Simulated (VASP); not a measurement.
# YHfF3 (Pm-3m) in VASP: density of states with PBE

Aim: the density of states of YHfF3 with PBE.

All numbers are computed with VASP 6.6.1; they aren't measurements. Logs are shortened: lines on timing, memory, paths and dates and some standing lists are left out, and cuts for length are marked.

## 1. The structure

It takes space group Pm-3m (No. 221, cubic). The conventional cell has a = 4.423 Å, b = 4.423 Å, c = 4.423 Å, α = 90.00°, β = 90.00°, γ = 90.00°. Y (site symmetry m-3m) has 12 F at 3.13 Å as nearest neighbours. Hf (site symmetry m-3m) is surrounded by 6 F at 2.21 Å. F (site symmetry 4/mmm) has 2 Hf at 2.21 Å as nearest neighbours.

The cell was built by a generator and needn't be a form met in nature.

## 2. Density of states, PBE

The input, POSCAR:

```
YHfF3
1.0
    4.4234695789      0.0000000000      0.0000000000
    0.0000000000      4.4234695789      0.0000000000
    0.0000000000      0.0000000000      4.4234695789
Y Hf F
1 1 3
Direct
    0.5000000000      0.5000000000      0.5000000000
    0.0000000000      0.0000000000      0.0000000000
    0.5000000000      0.0000000000      0.0000000000
    0.0000000000      0.5000000000      0.0000000000
    0.0000000000      0.0000000000      0.5000000000
```

The input, INCAR.step1:

```
PREC = Accurate
ENCUT = 520
EDIFF = 1E-6
ISMEAR = 0
SIGMA = 0.1
LREAL = False
LASPH = True
NELM = 60
ALGO = Fast
ISIF = 2
LWAVE = False
LCHARG = True
LMAXMIX = 4
GGA = PE
NBANDS = 29
```

The input, KPOINTS.step1:

```
Automatic mesh
0
Gamma
  8 8 8
```

The input, INCAR.step2:

```
PREC = Accurate
ENCUT = 520
EDIFF = 1E-6
ISMEAR = -5
SIGMA = 0.1
LREAL = False
LASPH = True
NELM = 60
ALGO = Fast
ISIF = 2
LWAVE = False
LCHARG = False
LMAXMIX = 4
GGA = PE
LORBIT = 10
NBANDS = 29
NEDOS = 1001
ICHARG = 11
```

The input, KPOINTS.step2:

```
Automatic mesh
0
Gamma
  12 12 12
```

Potentials or basis: VASP PAW PBE potentials, release 64 (Y_sv, Hf_pv, F).

The run is started by

```sh
$ cat potpaw_PBE.64/Y_sv/POTCAR potpaw_PBE.64/Hf_pv/POTCAR potpaw_PBE.64/F/POTCAR > POTCAR
$ cp INCAR.step1 INCAR
$ cp KPOINTS.step1 KPOINTS
$ mpirun -np 1 vasp_std > vasp.out
$ cp INCAR.step2 INCAR
$ cp KPOINTS.step2 KPOINTS
$ mpirun -np 1 vasp_std > vasp.out
```

OUTCAR:

```text
PREC = Accurate
   ENCUT = 520
   EDIFF = 1E-6
   ISMEAR = -5
   LREAL = False
   LASPH = True
   NELM = 60
   ISIF = 2
   GGA = PE
   LORBIT = 10
   ICHARG = 11

 ion  position               nearest neighbor table
   1  0.500  0.500  0.500-   3 3.13   4 3.13   5 3.13   3 3.13   4 3.13   3 3.13   5 3.13   3 3.13
                             4 3.13   5 3.13   4 3.13   5 3.13   2 3.83   2 3.83   2 3.83   2 3.83
   2  0.000  0.000  0.000-   3 2.21   4 2.21   5 2.21   5 2.21   4 2.21   3 2.21   1 3.83   1 3.83
                             1 3.83   1 3.83   1 3.83   1 3.83   1 3.83   1 3.83
   3  0.500  0.000  0.000-   2 2.21   2 2.21   1 3.13   1 3.13   1 3.13   1 3.13
   4  0.000  0.500  0.000-   2 2.21   2 2.21   1 3.13   1 3.13   1 3.13   1 3.13
   5  0.000  0.000  0.500-   2 2.21   2 2.21   1 3.13   1 3.13   1 3.13   1 3.13

  LATTYP: Found a simple cubic cell.
 ALAT       =     4.4234695789

  Lattice vectors:

 A1 = (   4.4234695789,   0.0000000000,   0.0000000000)
 A2 = (   0.0000000000,   4.4234695789,   0.0000000000)
 A3 = (   0.0000000000,   0.0000000000,   4.4234695789)

Analysis of symmetry for initial positions (statically):
=====================================================================
 Subroutine PRICEL returns:
 Original cell was already a primitive cell.

 Routine SETGRP: Setting up the symmetry group for a
 simple cubic supercell.

 Subroutine GETGRP returns: Found 48 space group operations
 (whereof 48 operations were pure point group operations)
 out of a pool of 48 trial point group operations.

The static configuration has the point symmetry O_h .

Analysis of symmetry for dynamics (positions and initial velocities):
=====================================================================
 Subroutine PRICEL returns:
 Original cell was already a primitive cell.

 Routine SETGRP: Setting up the symmetry group for a
 simple cubic supercell.

 Subroutine GETGRP returns: Found 48 space group operations
 (whereof 48 operations were pure point group operations)
 out of a pool of 48 trial point group operations.

The dynamic configuration has the point symmetry O_h .

 Subroutine INISYM returns: Found 48 space group operations
 (whereof 48 operations are pure point group operations),
 and found     1 'primitive' translations

----------------------------------------------------------------------------------------

                                     Primitive cell

  volume of cell :      86.5544

  direct lattice vectors                    reciprocal lattice vectors
     4.423469579  0.000000000  0.000000000     0.226066888  0.000000000  0.000000000
     0.000000000  4.423469579  0.000000000     0.000000000  0.226066888  0.000000000
     0.000000000  0.000000000  4.423469579     0.000000000  0.000000000  0.226066888

  length of vectors
     4.423469579  4.423469579  4.423469579     0.226066888  0.226066888  0.226066888

  position of ions in fractional coordinates (direct lattice)
     0.500000000  0.500000000  0.500000000
     0.000000000  0.000000000  0.000000000
     0.500000000  0.000000000  0.000000000
     0.000000000  0.500000000  0.000000000
     0.000000000  0.000000000  0.500000000

  ion indices of the primitive-cell ions
   primitive index   ion index
                 1           1
                 2           2
                 3           3
                 4           4
                 5           5

----------------------------------------------------------------------------------------

 KPOINTS: Automatic mesh

Automatic generation of k-mesh.
 Grid dimensions read from file:
 generate k-points for:   12   12   12

 Generating k-lattice:

  Cartesian coordinates                     Fractional coordinates (reciprocal lattice)
     0.018838907  0.000000000  0.000000000     0.083333333  0.000000000  0.000000000
     0.000000000  0.018838907  0.000000000     0.000000000  0.083333333  0.000000000
     0.000000000  0.000000000  0.018838907     0.000000000  0.000000000  0.083333333

  Length of vectors
     0.018838907  0.018838907  0.018838907

  Shift w.r.t. Gamma in fractional coordinates (k-lattice)
     0.000000000  0.000000000  0.000000000

 TETIRR: Found    854 inequivalent tetrahedra from    10368

 Subroutine IBZKPT returns following result:
 ===========================================

 Found     84 irreducible k-points:

 Following reciprocal coordinates:
            Coordinates               Weight
  0.000000  0.000000  0.000000      1.000000
  0.083333  0.000000  0.000000      6.000000
  0.166667  0.000000  0.000000      6.000000
  0.250000  0.000000  0.000000      6.000000
  0.333333  0.000000  0.000000      6.000000
  0.416667  0.000000  0.000000      6.000000
[... 16 lines left out ...]
  0.333333  0.333333  0.000000     12.000000
  0.416667  0.333333  0.000000     24.000000
 [... further k-points ...]
   k-points           NKPTS =     84   k-points in BZ     NKDIM =     84   number of bands    NBANDS=     29
   number of dos      NEDOS =   1001   number of ions     NIONS =      5
   total plane-waves  NPLWV =  46656
   dimension x,y,z NGX =    36 NGY =   36 NGZ =   36
   dimension x,y,z NGXF=    72 NGYF=   72 NGZF=   72
   ions per type =               1   1   3
   NGX,Y,Z   is equivalent  to a cutoff of  13.53, 13.53, 13.53 a.u.
   NGXF,Y,Z  is equivalent  to a cutoff of  27.06, 27.06, 27.06 a.u.
 SYSTEM =  unknown system
   PREC   = accura    normal or accurate (medium, high low for compatibility)
   ISTART =      0    job   : 0-new  1-cont  2-samecut
   ICHARG =     11    charge: 1-file 2-atom 10-const
   ISPIN  =      1    spin polarized calculation?
   LNONCOLLINEAR =      F non collinear calculations
   LSORBIT =      F    spin-orbit coupling
   LASPH  =      T    aspherical Exc in radial PAW
   ENCUT  =  520.0 eV  38.22 Ry    6.18 a.u.   8.22  8.22  8.22*2*pi/ulx,y,z
   NELM   =     60;   NELMIN=  2; NELMDL=  0     # of ELM steps
   EDIFF  = 0.1E-05   stopping-criterion for ELM
   LREAL  =      F    real-space projection
   EDIFFG = 0.1E-04   stopping-criterion for IOM
   NSW    =      0    number of steps for IOM
   IBRION =     -1    ionic relax: 0-MD 1-quasi-New 2-CG
   NFREE  =      0    steps in history (QN), initial steepest desc. (CG)
   ISIF   =      2    stress and relaxation
   ISYM   =      2    0-nonsym 1-usesym 2-fastsym
   POTIM  = 0.5000    time-step for ionic-motion
   TEBEG  =    0.0;   TEEND  =   0.0 temperature during run
   PSTRESS=    0.0 pullay stress
   NELECT =      42.0000    total number of electrons
   NUPDOWN=      -1.0000    fix difference up-down
   EMIN   =  10.00;   EMAX   =-10.00  energy-range for DOS
   EFERMI =   0.00;   METHOD = LEGACY
   ISMEAR =    -5;   SIGMA  =   0.10  broadening in eV -4-tet -1-fermi 0-gaus
   EFERMI_NEDOS =   21; number of points for ismear=-14 and -15
   IALGO  =     68    algorithm
   IMIX   =      4    mixing-type and parameters
     AMIX     =   0.40;   BMIX     =  1.00
     AMIX_MAG =   1.60;   BMIX_MAG =  1.00
  volume/ion in A,a.u.               =      17.31       116.82
  Fermi-wavevector in a.u.,A,eV,Ry     =   1.286456  2.431049 22.517215  1.654969
  Thomas-Fermi vector in A             =   2.418529
   LORBIT       =     10    0 simple, 1 ext, 2 COOP (PROOUT), +10 PAW based schemes
   GGA     = PE    functional components
   LHFCALC =     F    Hartree Fock is set to
   AEXX    =    0.0000 exact exchange contribution
   IVDW    =     0    specifies the selected vdW correction
   LEPSILON=     F    determine dielectric tensor
   LRPA    =     F    only Hartree local field effects (RPA)
 non-spin polarized calculation
 RMM-DIIS sequential band-by-band and
 Fermi weights with tetrahedron method with Bloechl corrections
  energy-cutoff  :      520.00
  volume of cell :       86.55
 maximum number of plane-waves:      2360
 NGX is ok and might be reduce to    36

 number of electron      41.9999968 magnetization

 Free energy of the ion-electron system (eV)
  ---------------------------------------------------
  ext. energy  EPLUGINS =         0.00000000
  ---------------------------------------------------
  free energy    TOTEN  =       -30.78717752 eV

  energy without entropy =      -30.78717752  energy(sigma->0) =      -30.78717752

 E-fermi :   5.0248     XC(G=0):  -9.8939

 val. band max:        5.0126662079   @ k =   0.4167   0.4167   0.4167
 cond. band min:       5.0071594849   @ k =   0.5000   0.1667   0.0000
 fundamental gap:     -0.0055067230
 Fermi energy:         5.0248093742

 k-point     1 :       0.0000    0.0000    0.0000
  band No.  band energies     occupation
      1     -39.4360      2.00000
      2     -28.1248      2.00000
      3     -28.1248      2.00000
      4     -28.1248      2.00000
      5     -21.9675      2.00000
      6     -21.7617      2.00000
[... 21 lines left out ...]
     28       7.1894      0.00000
     29       7.4270      0.00000

 k-point     2 :       0.0833    0.0000    0.0000
  band No.  band energies     occupation
      1     -39.4360      2.00000
      2     -28.1356      2.00000
      3     -28.1247      2.00000
      4     -28.1247      2.00000
      5     -21.9577      2.00000
      6     -21.7615      2.00000
[... 21 lines left out ...]
     28       7.1558      0.00000
     29       7.5083      0.00000

 k-point     3 :       0.1667    0.0000    0.0000
  band No.  band energies     occupation
      1     -39.4357      2.00000
      2     -28.1645      2.00000
      3     -28.1244      2.00000
      4     -28.1244      2.00000
      5     -21.9394      2.00000
      6     -21.7607      2.00000
[... 638 lines left out ...]
      5     -21.8440      2.00000
      6     -21.5274      2.00000
[... 21 lines left out ...]
     28       7.3797      0.00000
     29       7.8664      0.00000

 k-point    24 :       0.4167    0.3333    0.0000
  band No.  band energies     occupation
      1     -39.4340      2.00000
      2     -28.2673      2.00000
      3     -28.2398      2.00000
      4     -28.1220      2.00000
      5     -21.8385      2.00000
      6     -21.5177      2.00000
[... 21 lines left out ...]
     28       7.3409      0.00000
     29       7.8603      0.00000

 [... further k-points ...]

------------------------ aborting loop because EDIFF is reached ----------------------------------------

  FORCE on cell =-STRESS in cart. coord.  units (eV):
  Direction    XX          YY          ZZ          XY          YZ          ZX
  --------------------------------------------------------------------------------------
  -------------------------------------------------------------------------------------
  Total       -0.8413133     -0.8413133     -0.8413133     -0.0000000     -0.0000000      0.0000000
  in kB      -15.5732490    -15.5732490    -15.5732490     -0.0000000     -0.0000000      0.0000000
  external PRESSURE =     -15.5732490 kB  Pullay stress =       0.0000000 kB

 VOLUME and BASIS-vectors are now :
 -----------------------------------------------------------------------------
  energy-cutoff  :      520.00
  volume of cell :       86.55
      direct lattice vectors                 reciprocal lattice vectors
     4.423469579  0.000000000  0.000000000     0.226066888  0.000000000  0.000000000
     0.000000000  4.423469579  0.000000000     0.000000000  0.226066888  0.000000000
     0.000000000  0.000000000  4.423469579     0.000000000  0.000000000  0.226066888

 POSITION                                       TOTAL-FORCE (eV/Angst)
 -----------------------------------------------------------------------------------
      2.21173      2.21173      2.21173         0.000000      0.000000      0.000000
      0.00000      0.00000      0.00000         0.000000      0.000000      0.000000
      2.21173      0.00000      0.00000         0.000000      0.000000      0.000000
      0.00000      2.21173      0.00000         0.000000      0.000000      0.000000
      0.00000      0.00000      2.21173         0.000000      0.000000      0.000000
 -----------------------------------------------------------------------------------
    total drift:                                0.000000      0.000000     -0.000000

  FREE ENERGIE OF THE ION-ELECTRON SYSTEM (eV)
  ---------------------------------------------------
  free  energy   TOTEN  =       -30.7871775231 eV

  energy  without entropy=      -30.7871775231  energy(sigma->0) =      -30.78717752

 total charge

# of ion       s       p       d       f       tot
--------------------------------------------------
    1        2.240   6.013   0.916   0.008   9.177
    2        0.258   6.287   1.485   0.000   8.030
    3        1.759   4.306   0.000   0.000   6.065
    4        1.759   4.306   0.000   0.000   6.065
    5        1.759   4.306   0.000   0.000   6.065
--------------------------------------------------
tot          7.773  25.219   2.401   0.008  35.402
```

Run time: 5.8 min. Hardware: 1 thread of AMD EPYC 7R13 (Zen 3), shared host; peak memory 0.34 GiB.

What came out:

```yaml
Valence_electrons_inside_the_program's_atomic_spheres: Y 9.18; Hf 8.03; F 6.07
```

Levels at points of the mesh, in eV from the Fermi level:
| k point | band 18 | band 19 | band 20 | band 21 | band 22 | band 23 | band 24 | band 25 |
| --- | --- | --- | --- | --- | --- | --- | --- | --- |
| (0.00, 0.00, 0.00) | -7.88 | -7.88 | -2.89 | -0.71 | -0.71 | -0.71 | -0.49 | -0.49 |
| (0.50, 0.00, 0.00) | -7.93 | -7.93 | -0.68 | -0.13 | -0.09 | 0.24 | 0.60 | 0.60 |
| (0.50, 0.50, 0.00) | -8.16 | -7.49 | -0.18 | 0.14 | 0.14 | 0.22 | 1.27 | 2.15 |
| (0.50, 0.50, 0.50) | -7.48 | -7.48 | 0.04 | 0.04 | 0.04 | 1.28 | 1.28 | 1.28 |

States per cell in windows of 1 eV (zero at the Fermi level; states under -8 eV left out):
```csv
from (eV),total,Y1_d,Hf2_d,F3_p,F4_p,F5_p,Y1_p
-8.0,5.32,0.02,0.01,1.36,1.36,1.36,0.01
-7.0,0.00,0.00,0.00,0.00,0.00,0.00,0.00
-6.0,0.00,0.00,0.00,0.00,0.00,0.00,0.00
-5.0,0.00,0.00,0.00,0.00,0.00,0.00,0.00
-4.0,0.00,0.00,0.00,0.00,0.00,0.00,0.00
-3.0,0.13,0.00,0.00,0.00,0.00,0.00,0.00
-2.0,0.41,0.01,0.00,0.01,0.01,0.01,0.02
-1.0,3.59,0.88,0.89,0.07,0.07,0.07,0.06
0.0,6.94,2.03,1.83,0.21,0.21,0.21,0.16
1.0,5.02,2.44,0.93,0.09,0.09,0.09,0.15
2.0,3.31,1.27,1.16,0.02,0.02,0.02,0.08
3.0,0.68,0.12,0.26,0.01,0.01,0.01,0.08
4.0,0.09,0.01,0.02,0.00,0.00,0.00,0.03
5.0,0.00,0.00,0.00,0.00,0.00,0.00,0.00
6.0,0.00,0.00,0.00,0.00,0.00,0.00,0.00
```

Caveat: tetrahedron occupations give inexact forces and stress in metals.
